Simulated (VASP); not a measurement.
# SrIrO6F2 (R-3m) in VASP: single point with PBEsol

Aim: the single point of SrIrO6F2 with PBEsol.

Program: VASP 6.6.1. These are calculated values, not measurements. Logs are shortened: lines on timing, memory, paths and dates and some standing lists are left out, and cuts for length are marked.

## Step 1: Starting point

The structure is trigonal, space group R-3m (No. 166). The conventional cell has a = 5.280 Å, b = 5.280 Å, c = 12.794 Å, α = 90.00°, β = 90.00°, γ = 120.00°. Around Ir (site symmetry -3m) lie 6 O at 1.65 Å. O (site symmetry m) is surrounded by 1 Ir at 1.65 Å. F (site symmetry 3m) is surrounded by 12 O at 2.62 to 2.65 Å. Sr (site symmetry -3m) has 6 O at 2.07 Å as nearest neighbours.

The cell was built by a generator and needn't be a form met in nature.

## Step 2: Single point, PBEsol

INCAR

```
PREC     = Accurate       # precision mode
ENCUT    = 520            # plane-wave cutoff, eV
EDIFF    = 1E-7           # SCF threshold, eV
ISMEAR   = -1             # smearing method
SIGMA    = 0.1            # smearing width, eV
LREAL    = False          # projectors in reciprocal space
LASPH    = True           # aspherical terms in the spheres
NELM     = 60             # most SCF steps
ALGO     = Fast           # electronic algorithm
ISIF     = 2              # what is computed and relaxed
LWAVE    = False          # write WAVECAR
LCHARG   = False          # write CHGCAR
GGA      = PS             # functional
NBANDS   = 46             # bands
```

KPOINTS

```
Automatic mesh
0
Gamma
  7 7 7
```

POSCAR

```
SrIrO6F2
1.0
    5.2421030000      0.0000000000      0.0000000000
    2.5829250000      4.5615950000      0.0000000000
    2.5829250000      1.5057150000      4.3059200000
Ir O F Sr
1 6 2 1
Direct
    0.5000000000      0.5000000000      0.5000000000
    0.7222000000      0.7222000000      0.2747000000
    0.2747000000      0.7222000000      0.7222000000
    0.7222000000      0.2747000000      0.7222000000
    0.2778000000      0.2778000000      0.7253000000
    0.2778000000      0.7253000000      0.2778000000
    0.7253000000      0.2778000000      0.2778000000
    0.2505000000      0.2505000000      0.2505000000
    0.7495000000      0.7495000000      0.7495000000
    0.0000000000      0.0000000000      0.0000000000
```

Potentials or basis: VASP PAW PBE potentials, release 64 (Ir, O, F, Sr_sv).

On the command line:

```
> cat potpaw_PBE.64/Ir/POTCAR potpaw_PBE.64/O/POTCAR potpaw_PBE.64/F/POTCAR potpaw_PBE.64/Sr_sv/POTCAR > POTCAR
> mpirun -np 1 vasp_std > vasp.out
```

OUTCAR:

```text
PREC = Accurate
   ENCUT = 520
   EDIFF = 1E-7
   ISMEAR = -1
   LREAL = False
   LASPH = True
   NELM = 60
   ISIF = 2
   GGA = PS

 ion  position               nearest neighbor table
   1  0.500  0.500  0.500-   2 1.65   5 1.65   4 1.65   6 1.65   3 1.65   7 1.65  10 3.72  10 3.72
                            10 3.72  10 3.72  10 3.72  10 3.72
   2  0.722  0.722  0.275-   1 1.65  10 2.07
   3  0.275  0.722  0.722-   1 1.65  10 2.07
   4  0.722  0.275  0.722-   1 1.65  10 2.07
   5  0.278  0.278  0.725-   1 1.65  10 2.07
   6  0.278  0.725  0.278-   1 1.65  10 2.07
   7  0.725  0.278  0.278-   1 1.65  10 2.07
   8  0.251  0.251  0.251-  10 3.20  10 3.23  10 3.23  10 3.23
   9  0.749  0.749  0.749-  10 3.20  10 3.23  10 3.23  10 3.23
  10  0.000  0.000  0.000-   4 2.07   6 2.07   5 2.07   2 2.07   3 2.07   7 2.07   8 3.20   9 3.20
                             9 3.23   8 3.23   9 3.23   8 3.23   8 3.23   9 3.23   1 3.72   1 3.72

  LATTYP: Found a trigonal (rhomboedric) cell.
 ALAT       =     5.2421030000
 COS(alpha) =     0.4927268098

  Lattice vectors:

 A1 = (   5.2421030000,   0.0000000000,   0.0000000000)
 A2 = (   2.5829250000,   4.5615950000,   0.0000000000)
 A3 = (   2.5829250000,   1.5057150000,   4.3059200000)

Analysis of symmetry for initial positions (statically):
=====================================================================
 Subroutine PRICEL returns:
 Original cell was already a primitive cell.

 Routine SETGRP: Setting up the symmetry group for a
 trigonal (rhombohedral) supercell.

 Subroutine GETGRP returns: Found 12 space group operations
 (whereof 12 operations were pure point group operations)
 out of a pool of 12 trial point group operations.

The static configuration has the point symmetry D_3d.

Analysis of symmetry for dynamics (positions and initial velocities):
=====================================================================
 Subroutine PRICEL returns:
 Original cell was already a primitive cell.

 Routine SETGRP: Setting up the symmetry group for a
 trigonal (rhombohedral) supercell.

 Subroutine GETGRP returns: Found 12 space group operations
 (whereof 12 operations were pure point group operations)
 out of a pool of 12 trial point group operations.

The dynamic configuration has the point symmetry D_3d.

 Subroutine INISYM returns: Found 12 space group operations
 (whereof 12 operations are pure point group operations),
 and found     1 'primitive' translations

----------------------------------------------------------------------------------------

                                     Primitive cell

  volume of cell :     102.9647

  direct lattice vectors                    reciprocal lattice vectors
     5.242103000  0.000000000  0.000000000     0.190763135 -0.108016356 -0.076658420
     2.582925000  4.561595000  0.000000000     0.000000000  0.219221566 -0.076658461
     2.582925000  1.505715000  4.305920000     0.000000000  0.000000000  0.232238407

  length of vectors
     5.242103000  5.242103633  5.242101321     0.232238283  0.232238271  0.232238407

  position of ions in fractional coordinates (direct lattice)
     0.500000000  0.500000000  0.500000000
     0.722200000  0.722200000  0.274700000
     0.274700000  0.722200000  0.722200000
     0.722200000  0.274700000  0.722200000
     0.277800000  0.277800000  0.725300000
     0.277800000  0.725300000  0.277800000
     0.725300000  0.277800000  0.277800000
     0.250500000  0.250500000  0.250500000
     0.749500000  0.749500000  0.749500000
     0.000000000  0.000000000  0.000000000

  ion indices of the primitive-cell ions
   primitive index   ion index
                 1           1
                 2           2
                 3           3
                 4           4
                 5           5
                 6           6
                 7           7
                 8           8
                 9           9
                10          10

----------------------------------------------------------------------------------------

 KPOINTS: Automatic mesh

Automatic generation of k-mesh.
 Grid dimensions read from file:
 generate k-points for:    7    7    7

 Generating k-lattice:

  Cartesian coordinates                     Fractional coordinates (reciprocal lattice)
     0.027251876 -0.015430908 -0.010951203     0.142857143  0.000000000  0.000000000
     0.000000000  0.031317367 -0.010951209     0.000000000  0.142857143 -0.000000000
     0.000000000  0.000000000  0.033176915     0.000000000  0.000000000  0.142857143

  Length of vectors
     0.033176898  0.033176896  0.033176915

  Shift w.r.t. Gamma in fractional coordinates (k-lattice)
     0.000000000  0.000000000  0.000000000

 Subroutine IBZKPT returns following result:
 ===========================================

 Found     44 irreducible k-points:

 Following reciprocal coordinates:
            Coordinates               Weight
  0.000000  0.000000  0.000000      1.000000
  0.142857 -0.000000 -0.000000      6.000000
  0.285714  0.000000  0.000000      6.000000
  0.428571  0.000000 -0.000000      6.000000
  0.142857  0.142857 -0.000000      6.000000
  0.285714  0.142857 -0.000000     12.000000
[... 16 lines left out ...]
  0.285714  0.285714  0.142857      6.000000
  0.428571  0.285714  0.142857     12.000000
 [... further k-points ...]
   k-points           NKPTS =     44   k-points in BZ     NKDIM =     44   number of bands    NBANDS=     46
   number of dos      NEDOS =    301   number of ions     NIONS =     10
   total plane-waves  NPLWV =  64000
   dimension x,y,z NGX =    40 NGY =   40 NGZ =   40
   dimension x,y,z NGXF=    80 NGYF=   80 NGZF=   80
   ions per type =               1   6   2   1
   NGX,Y,Z   is equivalent  to a cutoff of  12.69, 12.69, 12.69 a.u.
   NGXF,Y,Z  is equivalent  to a cutoff of  25.37, 25.37, 25.37 a.u.
 SYSTEM =  unknown system
   PREC   = accura    normal or accurate (medium, high low for compatibility)
   ISTART =      0    job   : 0-new  1-cont  2-samecut
   ICHARG =      2    charge: 1-file 2-atom 10-const
   ISPIN  =      1    spin polarized calculation?
   LNONCOLLINEAR =      F non collinear calculations
   LSORBIT =      F    spin-orbit coupling
   LASPH  =      T    aspherical Exc in radial PAW
   ENCUT  =  520.0 eV  38.22 Ry    6.18 a.u.   9.75  9.75  9.75*2*pi/ulx,y,z
   NELM   =     60;   NELMIN=  2; NELMDL= -5     # of ELM steps
   EDIFF  = 0.1E-06   stopping-criterion for ELM
   LREAL  =      F    real-space projection
   EDIFFG = 0.1E-05   stopping-criterion for IOM
   NSW    =      0    number of steps for IOM
   IBRION =     -1    ionic relax: 0-MD 1-quasi-New 2-CG
   NFREE  =      0    steps in history (QN), initial steepest desc. (CG)
   ISIF   =      2    stress and relaxation
   ISYM   =      2    0-nonsym 1-usesym 2-fastsym
   POTIM  = 0.5000    time-step for ionic-motion
   TEBEG  =    0.0;   TEEND  =   0.0 temperature during run
   PSTRESS=    0.0 pullay stress
   NELECT =      69.0000    total number of electrons
   NUPDOWN=      -1.0000    fix difference up-down
   EMIN   =  10.00;   EMAX   =-10.00  energy-range for DOS
   EFERMI =   0.00;   METHOD = LEGACY
   ISMEAR =    -1;   SIGMA  =   0.10  broadening in eV -4-tet -1-fermi 0-gaus
   EFERMI_NEDOS =   21; number of points for ismear=-14 and -15
   IALGO  =     68    algorithm
   IMIX   =      4    mixing-type and parameters
     AMIX     =   0.40;   BMIX     =  1.00
     AMIX_MAG =   1.60;   BMIX_MAG =  1.00
  volume/ion in A,a.u.               =      10.30        69.48
  Fermi-wavevector in a.u.,A,eV,Ry     =   1.432612  2.707243 27.924269  2.052376
  Thomas-Fermi vector in A             =   2.552220
   LORBIT       =      0    0 simple, 1 ext, 2 COOP (PROOUT), +10 PAW based schemes
   GGA     = PS    functional components
   LHFCALC =     F    Hartree Fock is set to
   AEXX    =    0.0000 exact exchange contribution
   IVDW    =     0    specifies the selected vdW correction
   LEPSILON=     F    determine dielectric tensor
   LRPA    =     F    only Hartree local field effects (RPA)
 non-spin polarized calculation
 RMM-DIIS sequential band-by-band and
  energy-cutoff  :      520.00
  volume of cell :      102.96
 maximum number of plane-waves:      2789
   NGX = 19   NGY = 19   NGZ = 19

 number of electron      69.0000021 magnetization

 Free energy of the ion-electron system (eV)
  ---------------------------------------------------
  ext. energy  EPLUGINS =         0.00000000
  ---------------------------------------------------
  free energy    TOTEN  =       -42.27648901 eV

  energy without entropy =      -41.86060845  energy(sigma->0) =      -42.06854873

 E-fermi :   1.3298     XC(G=0): -11.3418

 val. band max:        1.3265099829   @ k =  -0.2857   0.1429  -0.0000
 cond. band min:       1.3320418504   @ k =   0.1429   0.1429  -0.0000
 fundamental gap:      0.0055318675
 Fermi energy:         1.3298326779

 k-point     1 :       0.0000    0.0000    0.0000
  band No.  band energies     occupation
      1     -28.2724      2.00000
      2     -18.9305      2.00000
      3     -18.2379      2.00000
      4     -18.1209      2.00000
      5     -18.1209      2.00000
      6     -17.6240      2.00000
[... 38 lines left out ...]
     45      13.0001      0.00000
     46      15.6010      0.00000

 k-point     2 :       0.1429   -0.0000   -0.0000
  band No.  band energies     occupation
      1     -28.2703      2.00000
      2     -18.9273      2.00000
      3     -18.2447      2.00000
      4     -18.1656      2.00000
      5     -18.1652      2.00000
      6     -17.7281      2.00000
[... 38 lines left out ...]
     45      12.8935      0.00000
     46      15.7534      0.00000

 k-point     3 :       0.2857    0.0000    0.0000
  band No.  band energies     occupation
      1     -28.2657      2.00000
      2     -18.9118      2.00000
      3     -18.2727      2.00000
      4     -18.2547      2.00000
      5     -18.2509      2.00000
      6     -17.9178      2.00000
[... 38 lines left out ...]
     45      12.8364      0.00000
     46      15.8006      0.00000

 k-point     4 :       0.4286    0.0000   -0.0000
  band No.  band energies     occupation
      1     -28.2620      2.00000
      2     -18.8871      2.00000
      3     -18.3209      2.00000
      4     -18.3179      2.00000
      5     -18.3076      2.00000
      6     -18.0357      2.00000
[... 920 lines left out ...]
     45      12.8288      0.00000
     46      15.9393      0.00000

 k-point    23 :       0.2857    0.2857    0.1429
  band No.  band energies     occupation
      1     -28.2664      2.00000
      2     -18.9001      2.00000
      3     -18.2639      2.00000
      4     -18.2460      2.00000
      5     -18.1624      2.00000
      6     -17.8871      2.00000
[... 38 lines left out ...]
     45      12.8508      0.00000
     46      15.9250      0.00000

 k-point    24 :       0.4286    0.2857    0.1429
  band No.  band energies     occupation
      1     -28.2640      2.00000
      2     -18.8370      2.00000
      3     -18.2776      2.00000
      4     -18.2701      2.00000
      5     -18.1536      2.00000
      6     -18.0087      2.00000
[... 38 lines left out ...]
     45      13.4409      0.00000
     46      16.0803      0.00000

 [... further k-points ...]

------------------------ aborting loop because EDIFF is reached ----------------------------------------

  FORCE on cell =-STRESS in cart. coord.  units (eV):
  Direction    XX          YY          ZZ          XY          YZ          ZX
  --------------------------------------------------------------------------------------
  -------------------------------------------------------------------------------------
  Total       56.7094852     56.5308776     56.4851608      0.1577316      0.0652630      0.1119408
  in kB      882.4255135    879.6462986    878.9349245      2.4543754      1.0155217      1.7418501
  external PRESSURE =     880.3355789 kB  Pullay stress =       0.0000000 kB

 VOLUME and BASIS-vectors are now :
 -----------------------------------------------------------------------------
  energy-cutoff  :      520.00
  volume of cell :      102.96
      direct lattice vectors                 reciprocal lattice vectors
     5.242103000  0.000000000  0.000000000     0.190763135 -0.108016356 -0.076658420
     2.582925000  4.561595000  0.000000000     0.000000000  0.219221566 -0.076658461
     2.582925000  1.505715000  4.305920000     0.000000000  0.000000000  0.232238407

 POSITION                                       TOTAL-FORCE (eV/Angst)
 -----------------------------------------------------------------------------------
      5.20398      3.03365      2.15296        -0.000000      0.000000      0.000000
      6.36076      3.70800      1.18284         4.721939      2.752651     -3.629819
      5.17078      4.38181      3.10974         0.135707      5.349528      3.796516
      6.36076      2.34050      3.10974         4.721939     -2.517765      3.796516
      4.04719      2.35931      3.12308        -4.721939     -2.752651      3.629819
      4.04719      3.72681      1.19618        -4.721939      2.517765     -3.796516
      5.23717      1.68550      1.19618        -0.135707     -5.349528     -3.796516
      2.60719      1.51986      1.07863        -0.010147     -0.005915     -0.004198
      7.80076      4.54745      3.22729         0.010147      0.005915      0.004198
      0.00000      0.00000      0.00000        -0.000000      0.000000      0.000000
 -----------------------------------------------------------------------------------
    total drift:                                0.000000      0.000000      0.000000

  FREE ENERGIE OF THE ION-ELECTRON SYSTEM (eV)
  ---------------------------------------------------
  free  energy   TOTEN  =       -42.2764890137 eV

  energy  without entropy=      -41.8606084460  energy(sigma->0) =      -42.06854873
```

Wall time 4.1 min (1 thread of Intel Xeon Platinum 8559C (Emerald Rapids), shared host); peak memory 0.37 GiB.

Results:

```yaml
Free_energy: -42.2765 eV
Pressure: 88.0 GPa
Largest_force: 6.561 eV/Å
Band_gap_on_the_k_mesh: none (metal or under the smearing width)
```

Forces in eV/Å, atoms in the order of the input:
```
Ir   0.000  0.000  0.000
O    4.722  2.753 -3.630
O    0.136  5.350  3.797
O    4.722 -2.518  3.797
O   -4.722 -2.753  3.630
O   -4.722  2.518 -3.797
O   -0.136 -5.350 -3.797
F   -0.010 -0.006 -0.004
F    0.010  0.006  0.004
Sr   0.000  0.000  0.000
```

Stress tensor (GPa, compression positive):
```
88.24  0.25  0.17
 0.25 87.96  0.10
 0.17  0.10 87.89
```

Caveat: a pressure of tens of GPa on the cell as given is suspect, and the run, the potentials or the cell itself is likely at fault; the PAW data sets were made with another functional, which shifts forces and pressure a little; an odd number of electrons without spin polarisation forces a metal; a magnetic or distorted state may lie lower. Spin-orbit coupling is left out, which matters for the levels of Ir.
